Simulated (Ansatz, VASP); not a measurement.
# KSrBr3: VASP beside Ansatz, part 3 of 3

Wanted: the spread between two codes on one cell, functional and k mesh. The cell is generated by rule, not measured, and may not be a known phase. The cell is taken from a series of runs on this material, whose earlier steps may have relaxed, scaled, displaced or heated it; both programs get it as it stands.

VASP 6.6.1 and Ansatz 0.2.0.

So far: Starting point; Ansatz: zone-centre phonons, PBEsol; VASP: zone-centre phonons, PBEsol.

## (3) VASP: zone-centre phonons, PBEsol (continued)

Level of this step: PBEsol; plane waves and PAW (K_sv, Sr_sv, Br); invented cell (VASP).

Numbers of over 12 decimals in the logs are rounded to 6 here.

OUTCAR, selected parts (step 3):

```text
ion  position               nearest neighbor table
   1  0.000  0.000  0.000-
   2  0.500  0.500  0.500-   3 2.94   4 2.94   5 2.94   5 2.94   4 2.94   3 2.94
   3  0.000  0.500  0.500-   2 2.94   2 2.94
   4  0.500  0.000  0.500-   2 2.94   2 2.94
   5  0.500  0.500  0.000-   2 2.94   2 2.94

  LATTYP: Found a simple cubic cell.
 ALAT       =     5.8733190708

 Subroutine GETGRP returns: Found 48 space group operations
 (whereof 48 operations were pure point group operations)

The static configuration has the point symmetry O_h .

 Found     10 irreducible k-points:

   k-points           NKPTS =     10   k-points in BZ     NKDIM =     10   number of bands    NBANDS=     26

   dimension x,y,z NGX =    48 NGY =   48 NGZ =   48
   dimension x,y,z NGXF=    96 NGYF=   96 NGZF=   96

   ENCUT  =  500.0 eV  36.75 Ry    6.06 a.u.  10.71 10.71 10.71*2*pi/ulx,y,z

   NELECT =      40.0000    total number of electrons

 k-points in reciprocal lattice and weights: Automatic mesh
   0.00000000  0.00000000  0.00000000       0.016
   0.25000000  0.00000000  0.00000000       0.094
   0.50000000  0.00000000  0.00000000       0.047
   0.25000000  0.25000000  0.00000000       0.188
   0.50000000  0.25000000  0.00000000       0.188
   0.50000000  0.50000000  0.00000000       0.047
   0.25000000  0.25000000  0.25000000       0.125
   0.50000000  0.25000000  0.25000000       0.188
   0.50000000  0.50000000  0.25000000       0.094
   0.50000000  0.50000000  0.50000000       0.016

 average (electrostatic) potential at core
       1 -37.8342       2 -39.9746       3 -64.9085       4 -64.9085       5 -64.9085

  Total        0.1243107      0.1243107      0.1243107     -0.0000000     -0.0000000      0.0000000
  in kB        0.9830338      0.9830338      0.9830338     -0.0000000     -0.0000000      0.0000000
  external PRESSURE =       0.9830338 kB  Pullay stress =       0.0000000 kB

  energy-cutoff  :      500.00
  volume of cell :      202.61
      direct lattice vectors                 reciprocal lattice vectors
     5.873319071  0.000000000  0.000000000     0.170261480  0.000000000  0.000000000
     0.000000000  5.873319071  0.000000000     0.000000000  0.170261480  0.000000000
     0.000000000  0.000000000  5.873319071     0.000000000  0.000000000  0.170261480

 POSITION                                       TOTAL-FORCE (eV/Angst)
 -----------------------------------------------------------------------------------
      0.00000      0.00000      0.00000         0.000000      0.000000      0.000000
      2.93666      2.93666      2.93666         0.000000      0.000000      0.000000
      0.00000      2.93666      2.93666         0.000000      0.000000      0.000000
      2.93666      0.00000      2.93666         0.000000      0.000000      0.000000
      2.93666      2.93666      0.00000         0.000000      0.000000      0.000000
 -----------------------------------------------------------------------------------
    total drift:                                0.000000     -0.000000     -0.000000

 Eigenvectors and eigenvalues of the dynamical matrix
 ----------------------------------------------------

   1 f  =    5.478012 THz    34.419365 2PiTHz  182.726815 cm-1    22.655227 meV
             X         Y         Z           dx          dy          dz
      0.000000  0.000000  0.000000    -0.000049    0.004875   -0.000000
      2.936660  2.936660  2.936660    -0.006450    0.644546    0.000000
      0.000000  2.936660  2.936660     0.007627    0.041618    0.000000
      2.936660  0.000000  2.936660    -0.000416   -0.762216    0.000000
      2.936660  2.936660  0.000000    -0.000416    0.041618    0.000000

   2 f  =    5.478012 THz    34.419365 2PiTHz  182.726815 cm-1    22.655227 meV
             X         Y         Z           dx          dy          dz
      0.000000  0.000000  0.000000     0.000000   -0.000000   -0.004875
      2.936660  2.936660  2.936660     0.000000   -0.000000   -0.644578
      0.000000  2.936660  2.936660    -0.000000   -0.000000   -0.041620
      2.936660  0.000000  2.936660     0.000000    0.000000   -0.041620
      2.936660  2.936660  0.000000     0.000000   -0.000000    0.762254

   3 f  =    5.478012 THz    34.419365 2PiTHz  182.726815 cm-1    22.655227 meV
             X         Y         Z           dx          dy          dz
      0.000000  0.000000  0.000000    -0.004875   -0.000049    0.000000
      2.936660  2.936660  2.936660    -0.644546   -0.006450    0.000000
      0.000000  2.936660  2.936660     0.762216   -0.000416    0.000000
      2.936660  0.000000  2.936660    -0.041618    0.007627   -0.000000
      2.936660  2.936660  0.000000    -0.041618   -0.000416   -0.000000

   4 f  =    1.566149 THz     9.840402 2PiTHz   52.241096 cm-1     6.477067 meV
             X         Y         Z           dx          dy          dz
      0.000000  0.000000  0.000000    -0.081892    0.339295   -0.051008
      2.936660  2.936660  2.936660     0.135718   -0.562312    0.084536
      0.000000  2.936660  2.936660     0.103889    0.392811   -0.059054
      2.936660  0.000000  2.936660    -0.094808   -0.430437   -0.059054
      2.936660  2.936660  0.000000    -0.094808    0.392811    0.064710

   5 f  =    1.566149 THz     9.840402 2PiTHz   52.241096 cm-1     6.477067 meV
             X         Y         Z           dx          dy          dz
      0.000000  0.000000  0.000000     0.079116   -0.032355   -0.342233
      2.936660  2.936660  2.936660    -0.131118    0.053621    0.567180
      0.000000  2.936660  2.936660    -0.100368   -0.037458   -0.396212
      2.936660  0.000000  2.936660     0.091594    0.041046   -0.396212
      2.936660  2.936660  0.000000     0.091594   -0.037458    0.434164

   6 f  =    1.566149 THz     9.840402 2PiTHz   52.241096 cm-1     6.477067 meV
             X         Y         Z           dx          dy          dz
      0.000000  0.000000  0.000000     0.333862    0.090891    0.068588
      2.936660  2.936660  2.936660    -0.553308   -0.150634   -0.113670
      0.000000  2.936660  2.936660    -0.423544    0.105227    0.079406
      2.936660  0.000000  2.936660     0.386521   -0.115307    0.079406
      2.936660  2.936660  0.000000     0.386521    0.105227   -0.087012

   7 f  =    0.004201 THz     0.026394 2PiTHz    0.140124 cm-1     0.017373 meV
             X         Y         Z           dx          dy          dz
      0.000000  0.000000  0.000000     0.071899    0.302175    0.108035
      2.936660  2.936660  2.936660     0.107214    0.450593    0.161098
      0.000000  2.936660  2.936660     0.102228    0.427405    0.152808
      2.936660  0.000000  2.936660     0.101697    0.429637    0.152808
      2.936660  2.936660  0.000000     0.101697    0.427405    0.153606

   8 f  =    0.004201 THz     0.026394 2PiTHz    0.140124 cm-1     0.017373 meV
             X         Y         Z           dx          dy          dz
      0.000000  0.000000  0.000000    -0.026935   -0.104640    0.310605
      2.936660  2.936660  2.936660    -0.040165   -0.156036    0.463164
      0.000000  2.936660  2.936660    -0.038297   -0.148006    0.439329
      2.936660  0.000000  2.936660    -0.038098   -0.148779    0.439329
      2.936660  2.936660  0.000000    -0.038098   -0.148006    0.441624

   9 f  =    0.004201 THz     0.026394 2PiTHz    0.140124 cm-1     0.017373 meV
             X         Y         Z           dx          dy          dz
      0.000000  0.000000  0.000000    -0.319774    0.076756   -0.001872
      2.936660  2.936660  2.936660    -0.476836    0.114457   -0.002791
      0.000000  2.936660  2.936660    -0.454661    0.108567   -0.002648
      2.936660  0.000000  2.936660    -0.452298    0.109134   -0.002648
      2.936660  2.936660  0.000000    -0.452298    0.108567   -0.002661

  10 f/i=    0.643562 THz     4.043621 2PiTHz   21.466929 cm-1     2.661559 meV
             X         Y         Z           dx          dy          dz
      0.000000  0.000000  0.000000    -0.000000    0.000000   -0.000000
      2.936660  2.936660  2.936660    -0.000000    0.000000   -0.000000
      0.000000  2.936660  2.936660    -0.000000   -0.690443    0.062465
      2.936660  0.000000  2.936660    -0.139233    0.000000   -0.062465
      2.936660  2.936660  0.000000     0.139233    0.690443   -0.000000

  11 f/i=    0.643562 THz     4.043621 2PiTHz   21.466929 cm-1     2.661559 meV
             X         Y         Z           dx          dy          dz
      0.000000  0.000000  0.000000     0.000000   -0.000000    0.000000
      2.936660  2.936660  2.936660     0.000000   -0.000000   -0.000000
      0.000000  2.936660  2.936660     0.000000    0.142841    0.491586
      2.936660  0.000000  2.936660    -0.487791   -0.000000   -0.491586
      2.936660  2.936660  0.000000     0.487791   -0.142841    0.000000

  12 f/i=    0.643562 THz     4.043621 2PiTHz   21.466929 cm-1     2.661559 meV
             X         Y         Z           dx          dy          dz
      0.000000  0.000000  0.000000    -0.000000    0.000000    0.000000
      2.936660  2.936660  2.936660    -0.000000   -0.000000   -0.000000
      0.000000  2.936660  2.936660    -0.000000    0.053705   -0.504422
      2.936660  0.000000  2.936660    -0.492620   -0.000000    0.504422
      2.936660  2.936660  0.000000     0.492620   -0.053705   -0.000000

  13 f/i=    1.632389 THz    10.256600 2PiTHz   54.450625 cm-1     6.751014 meV
             X         Y         Z           dx          dy          dz
      0.000000  0.000000  0.000000     0.868562   -0.075644   -0.085289
      2.936660  2.936660  2.936660     0.047314   -0.004121   -0.004646
      0.000000  2.936660  2.936660     0.008828    0.029299    0.033034
      2.936660  0.000000  2.936660    -0.336413   -0.000769    0.033034
      2.936660  2.936660  0.000000    -0.336413    0.029299   -0.000867

  14 f/i=    1.632389 THz    10.256600 2PiTHz   54.450625 cm-1     6.751014 meV
             X         Y         Z           dx          dy          dz
      0.000000  0.000000  0.000000     0.075930    0.872714   -0.000776
      2.936660  2.936660  2.936660     0.004136    0.047540   -0.000042
      0.000000  2.936660  2.936660     0.000772   -0.338022    0.000301
      2.936660  0.000000  2.936660    -0.029409    0.008870    0.000301
      2.936660  2.936660  0.000000    -0.029409   -0.338022   -0.000008

  15 f/i=    1.632389 THz    10.256600 2PiTHz   54.450625 cm-1     6.751014 meV
             X         Y         Z           dx          dy          dz
      0.000000  0.000000  0.000000     0.085035   -0.006623    0.871849
      2.936660  2.936660  2.936660     0.004632   -0.000361    0.047493
      0.000000  2.936660  2.936660     0.000864    0.002565   -0.337687
      2.936660  0.000000  2.936660    -0.032936   -0.000067   -0.337687
      2.936660  2.936660  0.000000    -0.032936    0.002565    0.008861

 ELASTIC MODULI CONTR FROM IONIC RELAXATION (kBar)
 Direction    XX          YY          ZZ          XY          YZ          ZX
 --------------------------------------------------------------------------------
 XX           0.0000      0.0000      0.0000      0.0000      0.0000      0.0000
 YY           0.0000      0.0000      0.0000      0.0000      0.0000      0.0000
 ZZ           0.0000      0.0000      0.0000      0.0000      0.0000      0.0000
 XY           0.0000      0.0000      0.0000      0.0000      0.0000      0.0000
 YZ           0.0000      0.0000      0.0000      0.0000      0.0000      0.0000
 ZX           0.0000      0.0000      0.0000      0.0000      0.0000      0.0000
 --------------------------------------------------------------------------------
```

## (4) Side by side

Known differences besides the potentials themselves: fixed occupations in Ansatz, narrow Gaussian smearing in VASP; VASP's run holds the zone centre alone; the cutoff is 1006.82 eV in Ansatz and 500 eV in VASP. Total energies have different zeros and are not compared.

Compared:

```
                                                   quantity  Ansatz   VASP  difference
optical mode 1 to 3 (imaginary, printed as negative) (cm⁻¹)   -55.5  -54.5        -1.0
optical mode 4 to 6 (imaginary, printed as negative) (cm⁻¹)   -20.9  -21.5        +0.5
                                 optical mode 7 to 9 (cm⁻¹)    52.8   52.2     +1.07 %
                               optical mode 10 to 12 (cm⁻¹)   180.3  182.7     -1.31 %
```

Modes are paired by rising frequency, not by their patterns, so a pair may set unlike modes beside each other; they are those without the splitting of longitudinal modes.

## (5) Results

- r.m.s. difference of the optical zone-centre modes, each program's sorted by frequency (zone-centre phonons, PBEsol): 1.4 cm⁻¹
- difference in optical mode 10 to 12 (zone-centre phonons, PBEsol): -1.3 %

The r.m.s. difference of the optical zone-centre modes, each program's sorted by frequency is 1.4 cm⁻¹ (zone-centre phonons, PBEsol). Among the rows given in per cent, the largest difference of the zone-centre phonons, PBEsol pair is in optical mode 10 to 12, -1.3 %. How closely two codes agree says nothing of how well the functional describes the real material.

[Lines on the potential files, build, host, timing and source positions are cut from VASP's logs without a mark.]

[Logs are printed without paths, hosts, clocks, repeated set-up lines and the standing remarks that a program may print on its own settings, such as how far it seeks lower states.]

[Hosts, paths, dates, database ids (printed as entryN), source tags and the programs' standing remarks are cut or masked in the printed files.]
